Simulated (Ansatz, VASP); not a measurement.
# Cross-check of MgH12C12S4N2O12F12 between VASP and Ansatz, part 2 of 2

One calculation is typed for both programs; each brings its own data sets. How far apart do they land? Of the first pair: The structure shown is frame 87 of Ansatz's trajectory.

VASP 6.6.1 and Ansatz 0.2.0.

So far. Step 3 (VASP: single point, PBE with D4, pair 1): The run ends at a pressure of 2.10 GPa, with forces up to 5.5 eV/Å.

## Step 4: Differences

Known differences besides the potentials themselves: the data sets hold 520 valence electrons in Ansatz (on its default PAW (the set named soft_2) files) and 504 in VASP; the cutoff is 420 eV in Ansatz and 520 eV in VASP (PREC = Accurate, projectors in real space). Total energies have different zeros and are not compared.

Forces on 8 of the 110 atoms, those with the largest forces and the largest differences (eV/Å; atoms numbered as in POSCAR):

```tsv
atom	Ansatz x, y, z	VASP x, y, z
N1	1.523, 2.965, 2.058	1.590, 2.816, 1.853
S12	-2.647, 2.636, 1.950	-2.494, 2.351, 1.703
O31	-3.670, 2.787, 1.388	-4.150, 3.263, 1.614
O33	2.051, 1.028, 0.004	2.538, 1.381, 0.000
C49	2.830, -2.290, -1.384	3.106, -2.732, -1.499
C52	3.491, -1.223, -1.365	3.611, -1.305, -1.436
C58	-2.806, -2.226, -0.316	-2.822, -2.217, -0.314
F72	2.708, -1.362, 2.265	2.959, -1.761, 2.604
```

The forces differ by 183 meV/Å r.m.s., which is 15.4 % of the r.m.s. force of 1.188 eV/Å (both taken over all components).

## Step 5: Ansatz: dynamics, PBE with D4

One frame of this run of dynamics is then solved in both programs, so the motion causes no difference.

The structure compared here is frame 174 of Ansatz's trajectory.

Contents of input.yaml:

```yaml
crystal:
  lattice:
    - [11.87194, 0.0, 0.0]
    - [0.0, 11.87194, 0.0]
    - [0.0, 0.0, 11.87194]
  atoms:
    - { symbol: "N", position: [0.96341, 0.49183, 0.24902] }
    - { symbol: S, position: [0.93168, 0.39867, 0.16528] }
    - { symbol: O, position: [0.81392, 0.39229, 0.13845] }
    - { symbol: O, position: [0.98834, 0.29204, 0.19325] }
    - { symbol: C, position: [0.0024, 0.46006, 0.04501] }
    - { symbol: F, position: [0.92697, 0.47764, 0.95593] }
    - { symbol: F, position: [0.09038, 0.39717, 0.99497] }
    - { symbol: F, position: [0.04814, 0.5607, 0.06478] }
    - { symbol: S, position: [0.08183, 0.477, 0.30461] }
    - { symbol: O, position: [0.17379, 0.45695, 0.22273] }
    - { symbol: O, position: [0.095, 0.39835, 0.39675] }
    - { symbol: C, position: [0.09919, 0.61519, 0.36936] }
    - { symbol: F, position: [0.03593, 0.62515, 0.46748] }
    - { symbol: F, position: [0.07083, 0.69948, 0.30143] }
    - { symbol: F, position: [0.20943, 0.63312, 0.40691] }
    - { symbol: "N", position: [0.19076, 0.92134, 0.5166] }
    - { symbol: S, position: [0.20822, 0.85482, 0.62955] }
    - { symbol: O, position: [0.25578, 0.91622, 0.72587] }
    - { symbol: O, position: [0.25811, 0.74593, 0.60511] }
    - { symbol: C, position: [0.05605, 0.84041, 0.67017] }
    - { symbol: F, position: [0.99707, 0.93906, 0.68106] }
    - { symbol: F, position: [0.05071, 0.78777, 0.77042] }
    - { symbol: F, position: [0.99369, 0.77574, 0.59592] }
    - { symbol: S, position: [0.30156, 0.99311, 0.48474] }
    - { symbol: O, position: [0.38392, 0.01232, 0.57254] }
    - { symbol: O, position: [0.27513, 0.0965, 0.42428] }
    - { symbol: C, position: [0.37091, 0.90246, 0.39216] }
    - { symbol: F, position: [0.43581, 0.94739, 0.30836] }
    - { symbol: F, position: [0.28711, 0.84364, 0.34358] }
    - { symbol: F, position: [0.44081, 0.82617, 0.45096] }
    - { symbol: "N", position: [0.23771, 0.31467, 0.79811] }
    - { symbol: S, position: [0.2396, 0.35035, 0.66945] }
    - { symbol: O, position: [0.19164, 0.27066, 0.58246] }
    - { symbol: O, position: [0.34596, 0.39989, 0.64171] }
    - { symbol: C, position: [0.13592, 0.46804, 0.68163] }
    - { symbol: F, position: [0.14115, 0.53292, 0.5844] }
    - { symbol: F, position: [0.1581, 0.53114, 0.77096] }
    - { symbol: F, position: [0.02987, 0.42544, 0.69079] }
    - { symbol: S, position: [0.24951, 0.184, 0.82115] }
    - { symbol: O, position: [0.2711, 0.15248, 0.94056] }
    - { symbol: O, position: [0.31872, 0.12734, 0.7428] }
    - { symbol: C, position: [0.10496, 0.14063, 0.79008] }
    - { symbol: F, position: [0.0978, 0.09172, 0.68849] }
    - { symbol: F, position: [0.01864, 0.21894, 0.80146] }
    - { symbol: F, position: [0.07507, 0.06259, 0.86575] }
    - { symbol: "N", position: [0.64146, 0.0602, 0.93292] }
    - { symbol: S, position: [0.66448, 0.09636, 0.80443] }
    - { symbol: O, position: [0.56622, 0.07726, 0.73238] }
    - { symbol: O, position: [0.77444, 0.0712, 0.75627] }
    - { symbol: C, position: [0.66275, 0.24834, 0.81727] }
    - { symbol: F, position: [0.57515, 0.287, 0.87572] }
    - { symbol: F, position: [0.64811, 0.27884, 0.71448] }
    - { symbol: F, position: [0.76058, 0.28598, 0.86197] }
    - { symbol: S, position: [0.56439, 0.95781, 0.93086] }
    - { symbol: O, position: [0.63285, 0.86149, 0.8902] }
    - { symbol: O, position: [0.4509, 0.96322, 0.8916] }
    - { symbol: C, position: [0.55019, 0.93726, 0.082] }
    - { symbol: F, position: [0.54261, 0.0364, 0.13261] }
    - { symbol: F, position: [0.63528, 0.86907, 0.12483] }
    - { symbol: F, position: [0.44814, 0.88226, 0.09966] }
    - { symbol: O, position: [0.14038, 0.14683, 0.26733] }
    - { symbol: C, position: [0.13741, 0.06521, 0.20242] }
    - { symbol: C, position: [0.04536, 0.03424, 0.12968] }
    - { symbol: C, position: [0.07333, 0.91425, 0.11095] }
    - { symbol: C, position: [0.19674, 0.91551, 0.09998] }
    - { symbol: O, position: [0.23143, 0.00552, 0.1774] }
    - { symbol: H, position: [0.04103, 0.08696, 0.05757] }
    - { symbol: H, position: [0.96284, 0.05833, 0.16979] }
    - { symbol: H, position: [0.02932, 0.87579, 0.03618] }
    - { symbol: H, position: [0.05211, 0.8759, 0.19104] }
    - { symbol: H, position: [0.23497, 0.84153, 0.13584] }
    - { symbol: H, position: [0.2252, 0.93694, 0.01527] }
    - { symbol: O, position: [0.51252, 0.8558, 0.68796] }
    - { symbol: C, position: [0.58953, 0.78656, 0.67001] }
    - { symbol: C, position: [0.58765, 0.66243, 0.67523] }
    - { symbol: C, position: [0.69467, 0.62319, 0.62834] }
    - { symbol: C, position: [0.72952, 0.71945, 0.55458] }
    - { symbol: O, position: [0.68121, 0.81628, 0.60728] }
    - { symbol: H, position: [0.52819, 0.64665, 0.60925] }
    - { symbol: H, position: [0.58117, 0.6308, 0.76343] }
    - { symbol: H, position: [0.68222, 0.54448, 0.58501] }
    - { symbol: H, position: [0.75738, 0.60717, 0.69871] }
    - { symbol: H, position: [0.8216, 0.72372, 0.53589] }
    - { symbol: H, position: [0.68214, 0.72839, 0.47204] }
    - { symbol: O, position: [0.04078, 0.18253, 0.47078] }
    - { symbol: C, position: [0.95921, 0.11974, 0.46226] }
    - { symbol: C, position: [0.83141, 0.14421, 0.47984] }
    - { symbol: C, position: [0.78864, 0.04101, 0.42505] }
    - { symbol: C, position: [0.87, 0.9559, 0.45948] }
    - { symbol: O, position: [0.97236, 0.00784, 0.45935] }
    - { symbol: H, position: [0.80947, 0.22736, 0.43303] }
    - { symbol: H, position: [0.81003, 0.14812, 0.56687] }
    - { symbol: H, position: [0.80186, 0.04934, 0.33172] }
    - { symbol: H, position: [0.70049, 0.00882, 0.44333] }
    - { symbol: H, position: [0.85927, 0.92312, 0.55024] }
    - { symbol: H, position: [0.86456, 0.88649, 0.40142] }
    - { symbol: O, position: [0.30919, 0.29542, 0.30958] }
    - { symbol: C, position: [0.39619, 0.31277, 0.25433] }
    - { symbol: C, position: [0.45354, 0.42966, 0.2571] }
    - { symbol: C, position: [0.54548, 0.42318, 0.17041] }
    - { symbol: C, position: [0.5488, 0.29656, 0.1486] }
    - { symbol: O, position: [0.45332, 0.23953, 0.1868] }
    - { symbol: H, position: [0.49058, 0.44677, 0.3369] }
    - { symbol: H, position: [0.4036, 0.50611, 0.23719] }
    - { symbol: H, position: [0.62896, 0.44063, 0.21411] }
    - { symbol: H, position: [0.53305, 0.47029, 0.09356] }
    - { symbol: H, position: [0.54551, 0.28674, 0.05587] }
    - { symbol: H, position: [0.62383, 0.25021, 0.17039] }
    - { symbol: Mg, position: [0.17382, 0.23722, 0.39878] }
    - { symbol: Mg, position: [0.41465, 0.99543, 0.73525] }
kpoints:
  mp_grid: { grid: [1, 1, 1] }
hamiltonian:
  xc: pbe
  dispersion: d4
scf:
  occupations: { method: fermi_dirac, width: 0.025 }
output:
  forces: true
md:
  timestep: 0.5
  n_steps: 260
  ensemble: nve
  temperature: 470
  initial_velocities: maxwell_boltzmann
  seed: 2834
```

On the command line:

```
> ansatz run input.yaml --threads 4 --pin off --max-ram 8192MiB --backend cpu --events-out ev --progress --plain --runs-dir out
```

Numbers of over 12 decimals in the logs are rounded to 6 here.

The program printed:

```text
[...]
Crystal: 110 atoms, lattice volume = 1673.266 Å³
Basis set: ecut = 420 eV, 32675 PW (Γ), exchange–correlation on 160×160×160 points (8 copies of the dense FFT grid, shifted against one another)
Bands: 370, of which v1, the nominal top of the filled ones, is band 260 counted from 1 (259 counted from 0)
Symmetry: 1 space group operations
k-points: 1
[...]
atom   8  F     -0.03810442    -0.41724362     0.21966461
[...]
atom 107  H      0.28587089     0.95545593    -0.10161616
  atom 108  H      0.69967679     0.17743227    -0.21194042
  atom 109  Mg     0.09616293    -0.19785556     0.07679652
  atom 110  Mg    -0.40649145    -0.39611294     0.56799825
  max |Σ_I F_I| component: 9.38e-5 eV/Å
--- MD trajectory: 260 steps, t = 0.0 → 130.0 fs ---
[...]
conserved energy: peak-to-peak 9.954e-3 eV (9.049e-5 eV/atom) over 130.0 fs
[key lines of the parts left out:]
SCF converged after 8 iterations
Free energy (F): -51996.789036 eV
Fermi energy:    1.301371 eV
```

## Step 6: VASP: single point, PBE with D4, pair 2

The same cell, functional, mesh and smearing now go to VASP, with its own data sets.

Contents of INCAR:

```
SYSTEM = MgH12C12S4N2O12F12
PREC = Accurate
ENCUT = 520
EDIFF = 1E-06
NELM = 120
ISMEAR = -1
SIGMA = 0.025
LREAL = Auto
ALGO = Normal
GGA = PE
IVDW = 13
NBANDS = 336
LORBIT = 11
LWAVE = .FALSE.
LCHARG = .FALSE.
ISIF = 2
LASPH = .TRUE.
GGA_COMPAT = .FALSE.
EFERMI = MIDGAP
NCORE = 2
```

Contents of POSCAR:

```
MgH12C12S4N2O12F12
1.0
   11.8719400000      0.0000000000      0.0000000000
    0.0000000000     11.8719400000      0.0000000000
    0.0000000000      0.0000000000     11.8719400000
N S O C F H Mg
4 8 24 24 24 24 2
Direct
    0.9781636363      0.4545676612      0.2418812764
    0.2001442056      0.9566254546      0.5646002254
    0.2532863205      0.3157782132      0.7848085486
    0.6493631201      0.0330021884      0.9113085140
    0.9288372414      0.3953102863      0.1381071670
    0.0926554548      0.4733009095      0.2949391591
    0.2089212041      0.8535757425      0.6516289671
    0.3045079406      0.9908405871      0.4867612202
    0.2790024208      0.3649698364      0.6689892301
    0.2357491699      0.1916788663      0.8380180493
    0.6621916890      0.0973808830      0.7943015211
    0.5653161994      0.9292920955      0.9449677138
    0.8077028691      0.4246062564      0.1202415107
    0.9510829738      0.2753467420      0.1349400351
    0.1825902085      0.4834677399      0.2111702047
    0.1331543118      0.4095286870      0.4057382365
    0.2745970751      0.8785337527      0.7609371341
    0.2358502486      0.7556136571      0.5956229563
    0.4060162029      0.0149596443      0.5544249718
    0.2605218692      0.0763228251      0.4134370625
    0.2517617171      0.2851261041      0.5718947367
    0.3857415048      0.4251790356      0.6760647375
    0.2430436812      0.1872482509      0.9541827199
    0.3105136987      0.1085416537      0.7832839452
    0.5633535884      0.0789256010      0.7226198919
    0.7637841835      0.0805344367      0.7391209861
    0.6141877402      0.8154522344      0.9288540879
    0.4483260529      0.9465849726      0.8999624324
    0.1310990453      0.1633515668      0.2592920786
    0.2337360196      0.0298013636      0.1774857353
[... 74 atom lines left out ...]
    0.6208926258      0.4742864266      0.1516854027
    0.5175059847      0.4319513070      0.0520639424
    0.5843947998      0.2323293413      0.1010112922
    0.6393394845      0.2886975507      0.2329021205
    0.1875177941      0.2377707435      0.4088969452
    0.4156018309      0.9815750417      0.7344039812
```

Contents of KPOINTS:

```
Automatic mesh
0
Gamma
1 1 1
0 0 0
```

The projector-augmented-wave data sets are N, S, O, C, F, H and Mg (PBE family, release 64).

On the command line:

```
> mpirun -np 8 vasp_gam
```

The program printed:

```text
[... set-up lines as in an earlier step ...]
 entering main loop
       N       E                     dE             d eps       ncg     rms          rms(c)
DAV:   1     0.474014512665E+04    0.47401E+04   -0.28861E+05   696   0.142E+03
DAV:   2    -0.223538448560E+03   -0.49637E+04   -0.47625E+04   824   0.356E+02
DAV:   3    -0.679910260717E+03   -0.45637E+03   -0.45259E+03   800   0.115E+02
DAV:   4    -0.689804000691E+03   -0.98937E+01   -0.98371E+01   832   0.182E+01
[...]
DAV:  18    -0.626075103728E+03    0.10598E-04   -0.22142E-05   808   0.157E-02    0.873E-03
DAV:  19    -0.626075097583E+03    0.61457E-05   -0.56922E-06   752   0.106E-02    0.453E-03
DAV:  20    -0.626075096846E+03    0.73635E-06   -0.38658E-06   744   0.543E-03
   1 F= -.63325680E+03 E0= -.63325680E+03  d E =0.000000E+00
```

From OUTCAR (step 6):

```text
  FREE ENERGIE OF THE ION-ELECTRON SYSTEM (eV)
  ---------------------------------------------------
  free  energy   TOTEN  =      -633.2567959412 eV

  energy  without entropy=     -633.2567959412  energy(sigma->0) =     -633.25679594
```

The run ends at a pressure of -0.47 GPa, with forces up to 5.4 eV/Å.

## Step 7: Comparison

What differs besides the data sets and the points named for the pairs above, as far as they apply: the data sets hold 520 valence electrons in Ansatz (on its default PAW (the set named soft_2) files) and 504 in VASP. Total energies have different zeros and are not compared.

Forces on 8 of the 110 atoms, those with the largest forces and the largest differences (eV/Å; atoms numbered as in POSCAR):

```tsv
atom	Ansatz x, y, z	VASP x, y, z
S6	4.185, -1.479, 2.111	4.054, -1.510, 1.878
S7	0.411, 3.297, 4.157	0.614, 2.851, 3.794
S10	1.102, 0.271, -4.733	1.313, 0.235, -4.252
S11	-4.505, 1.284, 1.805	-4.178, 1.060, 1.511
O18	1.645, -3.893, -1.951	1.494, -3.351, -1.641
O23	-0.051, 0.690, 4.193	-0.093, 0.707, 3.565
O31	-2.877, 3.655, 1.163	-3.355, 4.011, 1.410
C49	0.919, -3.902, 0.552	1.176, -4.222, 0.427
```

The forces differ by 180 meV/Å r.m.s., which is 14.2 % of the r.m.s. force of 1.264 eV/Å (both taken over all components).

## Step 8: Ansatz: dynamics, PBE with D4

One frame of this run of dynamics is then solved in both programs, so the motion causes no difference.

The structure compared here is frame 260 of Ansatz's trajectory.

input.yaml is that of step 5.

On the command line:

```
> ansatz run input.yaml --threads 4 --pin off --max-ram 8192MiB --backend cpu --events-out ev --progress --plain --runs-dir out
```

The program printed:

```text
[...]
Crystal: 110 atoms, lattice volume = 1673.266 Å³
Basis set: ecut = 420 eV, 32675 PW (Γ), exchange–correlation on 160×160×160 points (8 copies of the dense FFT grid, shifted against one another)
Bands: 370, of which v1, the nominal top of the filled ones, is band 260 counted from 1 (259 counted from 0)
Symmetry: 1 space group operations
k-points: 1
[...]
atom   8  F     -0.03810442    -0.41724362     0.21966461
[...]
atom 107  H      0.28587089     0.95545593    -0.10161616
  atom 108  H      0.69967679     0.17743227    -0.21194042
  atom 109  Mg     0.09616293    -0.19785556     0.07679652
  atom 110  Mg    -0.40649145    -0.39611294     0.56799825
  max |Σ_I F_I| component: 9.38e-5 eV/Å
--- MD trajectory: 260 steps, t = 0.0 → 130.0 fs ---
[...]
conserved energy: peak-to-peak 9.954e-3 eV (9.049e-5 eV/atom) over 130.0 fs
[key lines of the parts left out:]
SCF converged after 8 iterations
Free energy (F): -51996.789036 eV
Fermi energy:    1.301371 eV
```

## Step 9: VASP: single point, PBE with D4, pair 3

The same cell, functional, mesh and smearing now go to VASP, with its own data sets.

INCAR is that of step 6.

Contents of POSCAR:

```
MgH12C12S4N2O12F12
1.0
   11.8719400000      0.0000000000      0.0000000000
    0.0000000000     11.8719400000      0.0000000000
    0.0000000000      0.0000000000     11.8719400000
N S O C F H Mg
4 8 24 24 24 24 2
Direct
    0.9808590677      0.4454874267      0.2305604644
    0.1934730128      0.9508302771      0.5761737340
    0.2547519613      0.3063020871      0.7968958738
    0.6502391353      0.0244189240      0.9065493929
    0.9209783742      0.3949733573      0.1211596420
    0.1010955244      0.4587455799      0.2740074495
    0.2175044685      0.8460790738      0.6575168001
    0.2996056247      0.9903688866      0.5053512737
    0.2903063863      0.3618027045      0.6770671011
    0.2385541032      0.1907523118      0.8452030586
    0.6510140718      0.0985854039      0.8044683514
    0.5694941181      0.9211552619      0.9421375108
    0.8264866568      0.4636731655      0.1035635288
    0.9143324511      0.2734767864      0.1147748388
    0.1944248371      0.4780431842      0.1973561187
    0.1153055019      0.3932465966      0.3683475489
    0.2731230111      0.8748191113      0.7613330256
    0.2681027701      0.7534994281      0.5963136606
    0.3893550675      0.0278387526      0.5778246858
    0.2666792453      0.0793551854      0.4297275761
    0.2844859391      0.2888744384      0.5810423570
    0.3865501342      0.4304098572      0.6833845185
    0.2309395095      0.1993187297      0.9723600355
    0.3121646504      0.1015672249      0.8018908451
    0.5540880429      0.0820927329      0.7268988893
    0.7630260935      0.1033276785      0.7480243330
    0.6222487647      0.8102129896      0.9333099729
    0.4591077785      0.9245329744      0.8917076737
    0.1372648447      0.1699301041      0.2613052290
    0.2331800868      0.0537148941      0.1578090860
[... 74 atom lines left out ...]
    0.5810002409      0.4644481020      0.0877110228
    0.4694767662      0.3787839224      0.0525609125
    0.5754998762      0.2105384630      0.1359339754
    0.6546444810      0.3076245331      0.2262309277
    0.1929507730      0.2410810702      0.4043989441
    0.4209421544      0.9823247085      0.7339996664
```

KPOINTS is that of step 6.

On the command line:

```
> mpirun -np 8 vasp_gam
```

The program printed:

```text
[... set-up lines as in an earlier step ...]
 entering main loop
       N       E                     dE             d eps       ncg     rms          rms(c)
DAV:   1     0.472875019190E+04    0.47288E+04   -0.28879E+05   696   0.142E+03
DAV:   2    -0.222710457864E+03   -0.49515E+04   -0.47510E+04   816   0.356E+02
DAV:   3    -0.679260442711E+03   -0.45655E+03   -0.45278E+03   808   0.115E+02
DAV:   4    -0.689110004949E+03   -0.98496E+01   -0.97952E+01   816   0.182E+01
[...]
DAV:  19    -0.626491838622E+03    0.93618E-05   -0.53408E-06   752   0.980E-03    0.519E-03
DAV:  20    -0.626491835169E+03    0.34524E-05   -0.44061E-06   744   0.803E-03    0.391E-03
DAV:  21    -0.626491835184E+03   -0.14683E-07   -0.34867E-06   736   0.432E-03
   1 F= -.63366729E+03 E0= -.63366729E+03  d E =0.000000E+00
```

Parts of OUTCAR (step 9):

```text
  FREE ENERGIE OF THE ION-ELECTRON SYSTEM (eV)
  ---------------------------------------------------
  free  energy   TOTEN  =      -633.6672869147 eV

  energy  without entropy=     -633.6672869147  energy(sigma->0) =     -633.66728691
```

The run ends at a pressure of -0.22 GPa, with forces up to 6.8 eV/Å.

## Step 10: Differences

What differs besides the data sets and the points named for the pairs above, as far as they apply: the data sets hold 520 valence electrons in Ansatz (on its default PAW (the set named soft_2) files) and 504 in VASP. Total energies have different zeros and are not compared.

Forces on 8 of the 110 atoms, those with the largest forces and the largest differences (eV/Å; atoms numbered as in POSCAR):

```tsv
atom	Ansatz x, y, z	VASP x, y, z
S6	-0.375, 6.116, -4.167	-0.329, 5.644, -3.721
S10	0.151, -0.620, 4.384	0.357, -0.528, 4.237
S11	2.490, 1.588, -4.123	2.434, 1.366, -4.031
O16	1.527, -4.000, 5.755	1.441, -3.560, 5.085
C41	1.107, -1.245, 3.108	1.377, -1.502, 3.326
C49	-0.983, 3.653, -0.130	-0.916, 3.388, -0.075
C55	3.871, -0.963, 1.677	3.878, -0.960, 1.669
F62	1.069, -0.654, 0.423	1.556, -0.890, 0.370
```

The forces differ by 175 meV/Å r.m.s., which is 14.7 % of the r.m.s. force of 1.194 eV/Å (both taken over all components).

## Step 11: What came out

* r.m.s. force difference (single point, PBE with D4, pair 1): 15 % of the r.m.s. force
* r.m.s. force difference (single point, PBE with D4, pair 2): 14 % of the r.m.s. force
* r.m.s. force difference (single point, PBE with D4, pair 3): 15 % of the r.m.s. force

In words: The r.m.s. force difference is 15 % of the r.m.s. force (single point, PBE with D4, pair 1), beyond the 3 % picked in this series as the mark of a large difference. The data sets hold unlike numbers of valence electrons (520 in Ansatz and 504 in VASP), so part of the differences comes from the potentials. What causes the difference of the single point, PBE with D4, pair 1 pair stays open here. What causes the difference of the single point, PBE with D4, pair 2 pair stays open here. What causes the difference of the single point, PBE with D4, pair 3 pair stays open here. How closely two codes agree says nothing of how well the functional describes the real material.

[Lines on the potential files, build, host, timing and source positions are cut from VASP's logs without a mark.]

[Logs are printed without paths, hosts, clocks, repeated set-up lines and the standing remarks that a program may print on its own settings, such as how far it seeks lower states.]

[Hosts, paths, dates, database ids (printed as entryN), source tags and the programs' standing remarks are cut or masked in the printed files.]
